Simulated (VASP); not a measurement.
# Osmium: input slips in a relaxation and what they do, part 2 of 2

Aim: see how common mistakes in a VASP relaxation show up, on Osmium. The starting structure is a measured crystal structure from the Crystallography Open Database. The first relaxation on each setting starts from this cell expanded by 3 % in volume.

VASP 6.6.1.

Results so far: reference 13.91 Å³ an atom.

### Step 5. Relaxation with too few electronic steps

Level of this step: PBEsol; plane waves and PAW (Os) (VASP).

A slip made on purpose: too few electronic steps. Against step 2 the input has NELM = 4 (also changed: NSW).

File INCAR:

```
SYSTEM = Os
PREC = Accurate
ENCUT = 450
EDIFF = 1E-06
NELM = 4
ISMEAR = 1
SIGMA = 0.15
LREAL = .FALSE.
ALGO = Normal
GGA = PS
NBANDS = 14
LORBIT = 11
LWAVE = .FALSE.
LCHARG = .FALSE.
KPAR = 2
IBRION = 2
NSW = 30
ISIF = 3
EDIFFG = -0.004
```

File POSCAR:

```
Os
1.0
    2.7611720577      0.0000000000      0.0000000000
   -1.3805860288      2.3912451462      0.0000000000
    0.0000000000      0.0000000000      4.3624720886
Os
2
Direct
    0.6666666667      0.3333333333      0.7500000000
    0.3333333333      0.6666666667      0.2500000000
```

File KPOINTS:

```
Automatic mesh
0
Gamma
18 18 10
0 0 0
```

Potentials, in the order of the species: Os (PBE family, release 64).

On the command line:

```bash
$ mpirun -np 2 vasp_std
```

The program printed:

```text
[... set-up lines as in an earlier step ...]
 entering main loop
       N       E                     dE             d eps       ncg     rms          rms(c)
DAV:   1     0.866025793947E+02    0.86603E+02   -0.69147E+03  6232   0.975E+02
DAV:   2    -0.214961814316E+02   -0.10810E+03   -0.95791E+02  6540   0.326E+02
DAV:   3    -0.259993117731E+02   -0.45031E+01   -0.43037E+01  8024   0.570E+01
DAV:   4    -0.260438862197E+02   -0.44574E-01   -0.44476E-01  6852   0.573E+00
 -----------------------------------------------------------------------------
|                                                                             |
|           W    W    AA    RRRRR   N    N  II  N    N   GGGG   !!!           |
|           W    W   A  A   R    R  NN   N  II  NN   N  G    G  !!!           |
|           W    W  A    A  R    R  N N  N  II  N N  N  G       !!!           |
|           W WW W  AAAAAA  RRRRR   N  N N  II  N  N N  G  GGG   !            |
|           WW  WW  A    A  R   R   N   NN  II  N   NN  G    G                |
|           W    W  A    A  R    R  N    N  II  N    N   GGGG   !!!           |
[...]
|     E        R   R    R   R    O     O  R   R                               |
|     E        R    R   R    R   O     O  R    R      ###     ###     ###     |
|     EEEEEEE  R     R  R     R  OOOOOOO  R     R     ###     ###     ###     |
|                                                                             |
|     Orbital orthonormalization failed in the inversion of matrix            |
|     LAPACK: Routine ZPOTRF failed! kpoint: 1 spin: 1                        |
|                                                                             |
|     Possible solutions for this issue are:                                  |
|     - Please check whether the atoms are too close to each other.           |
|     - Decreasing POTIM might help during relaxations or MDs.                |
|     - Deleting CHGCAR or WAVECAR if incompatible with the structure.        |
|     - Try calculating without symmetrizing (ISYM = 0 or ISYM = -1).         |
|     - As last resort: using a different PAW for some of the atoms.          |
|                                                                             |
|       ---->  I REFUSE TO CONTINUE WITH THIS SICK JOB ... BYE!!! <----       |
|                                                                             |
 -----------------------------------------------------------------------------

1
1
```

It took 9 s on 2 MPI ranks of Intel Xeon 6975P-C (Granite Rapids), shared host.

VASP stopped with this message: “Orbital orthonormalization failed in the inversion of matrix LAPACK: Routine ZPOTRF failed! kpoint: 1 spin: 1”.

### Step 6. Relaxation with a k mesh far too coarse

A slip made on purpose: a k mesh far too coarse. Against step 2 the input has a 2×2×2 mesh (also changed: NELM, NCORE and KPAR).

Edit INCAR of step 5 so:

```diff
@@ -4,3 +4,3 @@
 EDIFF = 1E-06
-NELM = 4
+NELM = 60
 ISMEAR = 1
@@ -14,5 +14,5 @@
 LCHARG = .FALSE.
-KPAR = 2
+NCORE = 2
 IBRION = 2
-NSW = 30
+NSW = 50
 ISIF = 3
```

POSCAR is that of step 5.

File KPOINTS:

```
Automatic mesh
0
Gamma
2 2 2
0 0 0
```

On the command line:

```bash
$ mpirun -np 2 vasp_std
```

The program printed:

```text
[banner, memory and clock lines left out]
running    2 mpi-ranks, on    1 nodes
[...]
[... a notice as in an earlier step ...]

 LDA part: xc-table for (Slater+PW92), standard interpolation
 POSCAR, INCAR and KPOINTS ok, starting setup
[...]
entering main loop
       N       E                     dE             d eps       ncg     rms          rms(c)
DAV:   1     0.899219559483E+02    0.89922E+02   -0.70366E+03   112   0.990E+02
DAV:   2    -0.195682540764E+02   -0.10949E+03   -0.95529E+02   124   0.328E+02
DAV:   3    -0.243955924753E+02   -0.48273E+01   -0.45690E+01   130   0.583E+01
DAV:   4    -0.244578117562E+02   -0.62219E-01   -0.61086E-01   124   0.644E+00
[...]
DAV:  10    -0.221294498808E+02    0.19582E-04   -0.10613E-04   112   0.905E-02    0.242E-02
DAV:  11    -0.221294454241E+02    0.44567E-05   -0.15582E-05   130   0.368E-02    0.138E-02
DAV:  12    -0.221294462873E+02   -0.86317E-06   -0.10753E-06    80   0.809E-03
   1 F= -.22129446E+02 E0= -.22124289E+02  d E =-.221294E+02
[... from here on, the cycles between the ionic steps are left out ...]
   2 F= -.21420906E+02 E0= -.21415750E+02  d E =0.708540E+00
   3 F= -.22350008E+02 E0= -.22344851E+02  d E =-.220562E+00
   4 F= -.22350416E+02 E0= -.22345259E+02  d E =-.220970E+00
   5 F= -.22350324E+02 E0= -.22345166E+02  d E =-.220878E+00
   6 F= -.22334523E+02 E0= -.22329365E+02  d E =0.158010E-01
   7 F= -.22351595E+02 E0= -.22346437E+02  d E =-.127052E-02
   8 F= -.22351595E+02 E0= -.22346437E+02  d E =-.127067E-02
   9 F= -.22351574E+02 E0= -.22346416E+02  d E =-.124982E-02
  10 F= -.22351594E+02 E0= -.22346436E+02  d E =-.126997E-02
  11 F= -.22351561E+02 E0= -.22346404E+02  d E =0.326017E-04
  12 F= -.22351637E+02 E0= -.22346480E+02  d E =-.432747E-04
  13 F= -.22351637E+02 E0= -.22346479E+02  d E =-.431611E-04
  14 F= -.22351632E+02 E0= -.22346474E+02  d E =0.561450E-05
  15 F= -.22351638E+02 E0= -.22346480E+02  d E =-.341632E-06
[...]
reached required accuracy - stopping structural energy minimisation
```

Wall time 7.2 s (2 MPI ranks); peak memory 0.22 GiB.

From OUTCAR (step 6):

```text
  Total        0.0028277      0.0028277     -0.0008162      0.0000000      0.0000000     -0.0000000
  in kB        0.1604189      0.1604189     -0.0463025      0.0000000      0.0000000     -0.0000000
  external PRESSURE =       0.0915118 kB  Pullay stress =       0.0000000 kB

 POSITION                                       TOTAL-FORCE (eV/Angst)
 -----------------------------------------------------------------------------------
      1.33865      0.77287      3.41209        -0.000000     -0.000000      0.000000
     -0.00000      1.54575      1.13736         0.000000      0.000000      0.000000
 -----------------------------------------------------------------------------------
    total drift:                               -0.000000      0.000000     -0.000000

  FREE ENERGIE OF THE ION-ELECTRON SYSTEM (eV)
  ---------------------------------------------------
  free  energy   TOTEN  =       -22.3516375002 eV

  energy  without entropy=      -22.3361644634  energy(sigma->0) =      -22.34647982

[... 1 part as in an earlier step ...]

[... 3 further parts left out ...]
[key lines of the parts left out:]
E-fermi :  10.0831
```

Logs of long relaxations may skip ionic steps without a mark.

With a k mesh far too coarse the cell ends at 14.121 Å³ an atom, +1.53 % from the reference, a by -1.9 % and c by +5.4 %.

### Step 7. Comparison

```
                                          run            ended  volume (Å³/atom)  change (%)  pressure left (GPa)  core minutes
                                    reference        converged            13.907           -                 0.02          2.65
                         a cutoff far too low  stopped by VASP                 -           -                    -         0.193
a functional's name that the tag doesn't take  stopped by VASP                 -           -                    -          0.06
                     too few electronic steps  stopped by VASP                 -           -                    -           0.3
                      a k mesh far too coarse        converged            14.121        1.53                 0.01          0.24
```

Core minutes are wall time times ranks, summed over the relaxations behind a row (those for a bulk modulus apart), on shared hosts.

### Step 8. Outcome

```yaml
volume_of_the_reference: 13.91 Å³/atom
volume_against_the_reference_a_k_mesh_far_too_coarse: +1.53 %
run_with_a_cutoff_far_too_low: stopped by VASP
run_with_a_functional_s_name_that_the_tag_doesn_t_take: stopped by VASP
run_with_too_few_electronic_steps: stopped by VASP
```

VASP stopped by itself in the runs with a cutoff far too low, a functional's name that the tag doesn't take and too few electronic steps. Finished, but with signs in the output that stand out against the reference: a k mesh far too coarse, with the volume changed by +1.5 %, a by -1.9 % and c by +5.4 % (signs: -5.2 GPa at the first ionic step (of the first relaxations, not shown; reference: -14.2 GPa), an energy that rises by up to 0.4 eV an atom on the way and a large entropy term in the energy). The reference was restarted once and the runs with a slip weren't, so their cells may not have settled fully. Further runs on this material are not shown.

[Lines on the potential files, build, host, timing and source positions are cut from VASP's logs without a mark.]

[Logs are printed without paths, hosts, clocks, repeated set-up lines and the standing remarks that a program may print on its own settings, such as how far it seeks lower states.]

[Hosts, paths, dates, database ids (printed as entryN), source tags and the programs' standing remarks are cut or masked in the printed files.]
